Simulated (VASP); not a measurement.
# Li2V (F-43m) in VASP: further runs, part 2 of 2

VASP 6.6.1.

### Step 3. Relaxation of the atoms, LDA, collinear spin, ferromagnetic start

Contents of INCAR:

```
SYSTEM = Li2V
  ALGO = Fast
  EDIFF = 1E-6
  EDIFFG = -0.01
  ENCUT = 520
  IBRION = 2
  ISIF = 2
  ISMEAR = 1
  ISPIN = 2
  LASPH = .True.
  LCHARG = .False.
  LMAXMIX = 4
  LORBIT = 11
  LREAL = .False.
  LWAVE = .False.
  MAGMOM = 0 0 2
  NELM = 100
  NSW = 60
  PREC = Accurate
  SIGMA = 0.2
```

Contents of KPOINTS:

```
k-points
0
Gamma
  7 7 7
  0 0 0
```

Contents of POSCAR:

```
Li2V
1.0
    0.0000000000      3.2608953900      3.2608953900
    3.2608953900      0.0000000000      3.2608953900
    3.2608953900      3.2608953900      0.0000000000
Li V
2 1
Direct
    0.7500000000      0.7500000000      0.7500000000
    0.0000000000      0.0000000000      0.0000000000
    0.2500000000      0.2500000000      0.2500000000
```

Potentials or basis: VASP PAW LDA potentials, release 64 (Li_sv, V_sv).

On the command line:

```
> cat potpaw_LDA.64/Li_sv/POTCAR potpaw_LDA.64/V_sv/POTCAR > POTCAR
> mpirun -np 1 vasp_std > vasp.out
```

OUTCAR:

```text
SYSTEM = Li2V
   EDIFF = 1E-6
   EDIFFG = -0.01
   ENCUT = 520
   IBRION = 2
   ISIF = 2
   ISMEAR = 1
   ISPIN = 2
   LASPH = .True.
   LORBIT = 11
   LREAL = .False.
   NELM = 100
   NSW = 60
   PREC = Accurate

 ion  position               nearest neighbor table
   1  0.750  0.750  0.750-
   2  0.000  0.000  0.000-
   3  0.250  0.250  0.250-

  LATTYP: Found a face centered cubic cell.
 ALAT       =     6.5217907800

  Lattice vectors:

 A1 = (   0.0000000000,   3.2608953900,   3.2608953900)
 A2 = (   3.2608953900,   0.0000000000,   3.2608953900)
 A3 = (   3.2608953900,   3.2608953900,   0.0000000000)

Analysis of symmetry for initial positions (statically):
=====================================================================
 Subroutine PRICEL returns:
 Original cell was already a primitive cell.

 Routine SETGRP: Setting up the symmetry group for a
[... 872 lines left out ...]
     13       3.9016     -0.00000
     14       4.2196     -0.00000

------------------------ aborting loop because EDIFF is reached ----------------------------------------

  FORCE on cell =-STRESS in cart. coord.  units (eV):
  Direction    XX          YY          ZZ          XY          YZ          ZX
  --------------------------------------------------------------------------------------
  -------------------------------------------------------------------------------------
  Total       -1.4080415     -1.4080415     -1.4080415      0.0000000     -0.0000000      0.0000000
  in kB      -32.5301027    -32.5301027    -32.5301027      0.0000000     -0.0000000      0.0000000
  external PRESSURE =     -32.5301027 kB  Pullay stress =       0.0000000 kB

 VOLUME and BASIS-vectors are now :
 -----------------------------------------------------------------------------
  energy-cutoff  :      520.00
  volume of cell :       69.35
      direct lattice vectors                 reciprocal lattice vectors
     0.000000000  3.260895390  3.260895390    -0.153332119  0.153332119  0.153332119
     3.260895390  0.000000000  3.260895390     0.153332119 -0.153332119  0.153332119
     3.260895390  3.260895390  0.000000000     0.153332119  0.153332119 -0.153332119

 POSITION                                       TOTAL-FORCE (eV/Angst)
 -----------------------------------------------------------------------------------
      4.89134      4.89134      4.89134        -0.000000     -0.000000     -0.000000
      0.00000      0.00000      0.00000        -0.000000     -0.000000     -0.000000
      1.63045      1.63045      1.63045         0.000000      0.000000      0.000000
 -----------------------------------------------------------------------------------
    total drift:                                0.000000      0.000000      0.000000

  FREE ENERGIE OF THE ION-ELECTRON SYSTEM (eV)
  ---------------------------------------------------
  free  energy   TOTEN  =       -10.0979710117 eV

  energy  without entropy=      -10.0802867487  energy(sigma->0) =      -10.09207626

 reached required accuracy - stopping structural energy minimisation

 total charge

# of ion       s       p       d       tot
------------------------------------------
    1        2.028   0.048   0.000   2.077
    2        2.041   0.071   0.000   2.112
    3        2.252   6.017   3.065  11.334
--------------------------------------------------
tot          6.322   6.137   3.065  15.523

 magnetization (x)

# of ion       s       p       d       tot
------------------------------------------
    1        0.001   0.019   0.000   0.020
    2        0.011   0.032   0.000   0.044
    3        0.040   0.023   2.967   3.030
--------------------------------------------------
tot          0.052   0.075   2.967   3.094
```

CONTCAR:

```text
Li2V
   1.00000000000000
     0.0000000000000000    3.2608953899999999    3.2608953899999999
     3.2608953899999999    0.0000000000000000    3.2608953899999999
     3.2608953899999999    3.2608953899999999    0.0000000000000000
  Li              V
     2     1
Direct
     0.7500000000000000    0.7500000000000000    0.7500000000000000
     0.0000000000000000    0.0000000000000000    0.0000000000000000
     0.2500000000000000    0.2500000000000000    0.2500000000000000

  0.00000000E+00  0.00000000E+00  0.00000000E+00
  0.00000000E+00  0.00000000E+00  0.00000000E+00
  0.00000000E+00  0.00000000E+00  0.00000000E+00
```

Wall time 1.9 min (1 thread of AMD EPYC 7R43 (Zen 3), shared host); peak memory 0.16 GiB.

Results:

- Free energy: -10.0980 eV
- Band gap on the k mesh: none (metal or under the smearing width)
- Net moment: 4.24 μB per cell
- Site moments: Li +0.02, +0.04; V +3.03 μB
- Valence electrons inside the program's atomic spheres: Li 2.08, 2.11; V 11.33

Final structure:
```cif
data_structure
_symmetry_space_group_name_H-M 'P 1'
_symmetry_Int_Tables_number 1
_cell_length_a 4.6116
_cell_length_b 4.6116
_cell_length_c 4.6116
_cell_angle_alpha 60.000
_cell_angle_beta 60.000
_cell_angle_gamma 60.000
_cell_volume 69.35
loop_
_atom_site_label
_atom_site_type_symbol
_atom_site_fract_x
_atom_site_fract_y
_atom_site_fract_z
_atom_site_occupancy
Li1 Li 0.75000 0.75000 0.75000 1
Li2 Li 0.00000 0.00000 0.00000 1
V1 V 0.25000 0.25000 0.25000 1
```

Levels at points of the mesh, in eV from the Fermi level:
Spin up:
| k point | band 9 | band 10 | band 11 | band 12 | band 13 | band 14 |
| --- | --- | --- | --- | --- | --- | --- |
| (0.00, 0.00, 0.00) | -0.59 | -0.59 | -0.19 | -0.19 | 4.22 | 4.22 |
Spin down:
| k point | band 5 | band 6 | band 7 | band 8 | band 9 | band 10 |
| --- | --- | --- | --- | --- | --- | --- |
| (0.00, 0.00, 0.00) | -35.50 | -35.50 | -3.39 | 1.45 | 1.45 | 1.45 |

Caveat: the cutoff is under 1.25 times the usual one of these potentials, so pressure, stress and relaxed cells hold a basis-set (Pulay) error; the relaxation stopped at its first step, so nothing moved.

### Step 4. For comparison

An earlier run on the cell as given: functional PBE; potentials or basis VASP PAW PBE potentials, release 64 (Li_sv, V_sv); cutoff 520 eV; k mesh 7 × 7 × 7; occupations fermi-dirac, width 0.05 eV; collinear spin, ferromagnetic start; starting moments [0.0, 0.0, 2.0] μB.

- Band gap on the k mesh: none (metal or under the smearing width)
- Net moment: 4.21 μB per cell
- Site moments: Li +0.01, +0.04; V +3.05 μB
- Valence electrons inside the program's atomic spheres: Li 2.07, 2.10; V 11.32

### Step 5. The runs side by side

| task | level | potentials or basis | cell | cutoff (eV) | smearing | gap on the mesh (eV) | moment (μB) |
| --- | --- | --- | --- | --- | --- | --- | --- |
| relaxation of cell and atoms | PBE | VASP PAW PBE potentials, release 64 (Li_sv, V_sv) | relaxed | 600 | methfessel-paxton 0.2 eV | none | 4.17 |
| relaxation of the atoms | LDA | VASP PAW LDA potentials, release 64 (Li_sv, V_sv) | atoms relaxed | 520 | methfessel-paxton 0.2 eV | none | 4.24 |
| single point | PBE | VASP PAW PBE potentials, release 64 (Li_sv, V_sv) | as given | 520 | fermi-dirac 0.05 eV | none | 4.21 |

Alike in all rows: spin collinear, ferromagnetic start; k mesh 7 × 7 × 7.

Caveats: the cutoff is under 1.25 times the usual one of these potentials, so pressure, stress and relaxed cells hold a basis-set (Pulay) error; the relaxation stopped at its first step, so nothing moved (some runs).

Total energies depend on the potentials used, so only differences within one code and one set of settings carry meaning.
